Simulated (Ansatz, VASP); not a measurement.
# W2C5F: VASP beside Ansatz

```
W C F
1.0
     3.15539    0.00000    0.00000
     0.00000    3.15539    0.00000
     0.00000    0.00000    6.99492
W C F
2 5 1
Direct
  0.00000 0.00000 0.00000
  0.50000 0.50000 0.50000
  0.00000 0.50000 0.25118
  0.50000 0.00000 0.74882
  0.50000 0.00000 0.25118
  0.00000 0.50000 0.74882
  0.50000 0.50000 0.00000
  0.00000 0.00000 0.50000
```

Change from the starting cell: species swapped into the Al5CuMo2 type (P4/mmm, No. 123).

Alike in both runs: functional PBE; k mesh 6 × 6 × 2; occupations gaussian, width 0.1 eV; no spin polarisation.

Ansatz relaxed the structure, and its values are those at the end. VASP's run is a single point on that final structure, the one shown.

|  | VASP | Ansatz |
| --- | --- | --- |
| version | VASP 6.6.1 | Ansatz 0.2.0 |
| potentials or method | VASP PAW PBE potentials, release 64 (W_sv, C, F) | scalar-relativistic, plane waves, PAW |
| plane-wave cutoff (eV) | 520 | 420 |
| valence electrons in the cell | 55 | 55 |

VASP gave:

- gap on the k mesh at the Fermi level (eV): none
- pressure (GPa): 0.9

Problem. Estimate Ansatz's values.

Solution. gap on the k mesh at the Fermi level (eV): none; pressure (GPa): 0.0.

A gap of «none» marks a metal or a gap that the smearing closes. With one functional, cell and mesh, what is left measures potentials, basis and numerics.

Caveats: the k mesh is coarse (spacing up to 0.45 Å⁻¹), so the values aren't converged; an odd number of electrons without spin polarisation forces a metal; a magnetic or distorted state may lie lower. The runs have no spin-orbit coupling, so splittings on W are missing.
